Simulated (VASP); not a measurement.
Input:

```xyz
1
Lattice="-1.9332 1.9332 1.9332 1.9332 -1.9332 1.9332 1.9332 1.9332 -1.9332" Properties=species:S:1:pos:R:3 pbc="T T T"
Tm     0.0000     0.0000     0.0000
```

The numbers are results of PBEsol GGA, VASP's PBE PAW potentials (set 64) (plane waves; VASP), not measurements. Run with 400 eV cut-off, Gaussian smearing of 0.050 eV, potentials Tm_3.

The 4f electrons are frozen in the core of the lanthanide potential, so 4f levels, which can set the real gap, and their magnetism are missing.

### Question
Estimate the band gap (along the path) with the smallest direct gap where there is one.

### Answer

```json
{
 "band gap (along the path)": "none (metal, semimetal or under 0.01 eV)"
}
```

The structure was generated: Tm was put into the bcc type (Im-3m), which need not be its known phase. It was relaxed first.
